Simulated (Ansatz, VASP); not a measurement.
**MgGaC4N4 in VASP and in Ansatz**

```
Mg Ga C N
1.0
     5.98725    0.00000    0.00000
     0.00000    5.98725    0.00000
     0.00000    0.00000    5.98725
Mg Ga C N
1 1 4 4
Direct
  0.50000 0.50000 0.50000
  0.00000 0.00000 0.00000
  0.19002 0.19002 0.19002
  0.19002 0.80998 0.80998
  0.80998 0.19002 0.80998
  0.80998 0.80998 0.19002
  0.30305 0.30305 0.30305
  0.30305 0.69695 0.69695
  0.69695 0.30305 0.69695
  0.69695 0.69695 0.30305
```

Alike in both runs: functional PBE; k mesh 6 × 6 × 6; occupations gaussian, width 0.1 eV; no spin polarisation.

Ansatz relaxed the structure, and its values are those at the end. VASP's run is a single point on that final structure, the one shown.

|  | VASP | Ansatz |
| --- | --- | --- |
| version | VASP 6.6.1 | Ansatz 0.2.0 |
| potentials or method | VASP PAW PBE potentials, release 64 (Mg, Ga_d, C, N) | scalar-relativistic, plane waves, PAW |
| plane-wave cutoff (eV) | 520 | 420 |
| valence electrons in the cell | 51 | 59 |

Ansatz gave:

| Property | Result |
| --- | --- |
| gap on the k mesh at the Fermi level (eV) | none |
| pressure (GPa) | 0.0 |
| rms of the force components (eV/Å) | 0.000 |

Q: Which values does VASP return?

A: gap on the k mesh at the Fermi level (eV): none; pressure (GPa): 0.3; rms of the force components (eV/Å): 0.204.

A gap of «none» marks a metal or a gap that the smearing closes. One of these differences is far larger than is usual between the two programs; its cause wasn't traced. With one functional, cell and mesh, what is left measures potentials, basis and numerics. The two sets of potentials don't hold the same shells in valence.

Caveats: the standard files for N, O and F lose accuracy on very short bonds.
